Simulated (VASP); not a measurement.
Output of a VASP run:

File OSZICAR:
```
       N       E                     dE             d eps       ncg     rms          rms(c)
DAV:   1     0.500407840903E+02    0.50041E+02   -0.66271E+03  2160   0.117E+03
DAV:   2    -0.910922228840E+01   -0.59150E+02   -0.58280E+02  2650   0.248E+02
DAV:   3    -0.980725457693E+01   -0.69803E+00   -0.68070E+00  2610   0.276E+01
DAV:   4    -0.981383640850E+01   -0.65818E-02   -0.63414E-02  2422   0.184E+00
DAV:   5    -0.981386612409E+01   -0.29716E-04   -0.29714E-04  2404   0.129E-01    0.128E+01
DAV:   6    -0.945054058614E+01    0.36333E+00   -0.41780E-01  2247   0.776E+00    0.614E+00
DAV:   7    -0.934606713900E+01    0.10447E+00   -0.32505E-01  2261   0.647E+00    0.372E-01
DAV:   8    -0.934499711859E+01    0.10700E-02   -0.43037E-03  2315   0.860E-01    0.112E-01
DAV:   9    -0.934496823149E+01    0.28887E-04   -0.15745E-04  2284   0.152E-01    0.312E-02
DAV:  10    -0.934496432103E+01    0.39105E-05   -0.82988E-06  2412   0.404E-02    0.396E-03
DAV:  11    -0.934496427637E+01    0.44658E-07   -0.22894E-07  2281   0.669E-03
   1 F= -.93449643E+01 E0= -.93448400E+01  d E =-.372894E-03
```

OUTCAR:
```
------------------------ aborting loop because EDIFF is reached ----------------------------------------
  FORCE on cell =-STRESS in cart. coord.  units (eV):
  Direction    XX          YY          ZZ          XY          YZ          ZX
  --------------------------------------------------------------------------------------
  Total       -0.7075717     -0.7075717     -0.7075717     -0.0000000     -0.0000000      0.0000000
  in kB      -61.2536537    -61.2536537    -61.2536537     -0.0000000     -0.0000000      0.0000000
  external PRESSURE =     -61.2536537 kB  Pullay stress =       0.0000000 kB
  volume of cell :       18.51
      direct lattice vectors                 reciprocal lattice vectors
    -1.666337696  1.666337696  1.666337696     0.000000000  0.300059226  0.300059226
     1.666337696 -1.666337696  1.666337696     0.300059226  0.000000000  0.300059226
     1.666337696  1.666337696 -1.666337696     0.300059226  0.300059226  0.000000000
 POSITION                                       TOTAL-FORCE (eV/Angst)
 -----------------------------------------------------------------------------------
      0.00000      0.00000      0.00000         0.000000     -0.000000      0.000000
 -----------------------------------------------------------------------------------
    total drift:                               -0.000000      0.000000      0.000000
  FREE ENERGIE OF THE ION-ELECTRON SYSTEM (eV)
  ---------------------------------------------------
  free  energy   TOTEN  =        -9.3449642764 eV

  energy  without entropy=       -9.3445913822  energy(sigma->0) =       -9.34483998
```
(Selected blocks of OUTCAR.)

**POSCAR**
```
Ta
1
   -1.6663376962     1.6663376962     1.6663376962
    1.6663376962    -1.6663376962     1.6663376962
    1.6663376962     1.6663376962    -1.6663376962
Ta
1
Direct
  0.0000000000   0.0000000000   0.0000000000
```

### Question
Write an INCAR and KPOINTS that could have produced this output.

### Answer
Several could match; the one computed here: the input of the run itself, optB86b-vdW, plane waves, VASP's PBE PAW potentials (set 64).

### KPOINTS
```
Regular mesh
0
Gamma
 15 15 15
0 0 0
```

INCAR:
```
AGGAC=0.0
ALGO=Normal
EDIFF=1E-7
ENCUT=520
GGA=MK
ISIF=2
ISMEAR=1
LASPH=.True.
LCHARG=.False.
LMAXMIX=6
LREAL=.False.
LUSE_VDW=.True.
LWAVE=.False.
NELM=100
PARAM1=0.1234
PARAM2=1.0
PREC=Accurate
SIGMA=0.1
SYSTEM=Ta
```

POTCAR, in this order: Ta_pv (PBE.64 set). Program: vasp_std.

The compound is Ta in the bcc structure. This cell is one point of a volume scan, at 1.03 of the reference volume.
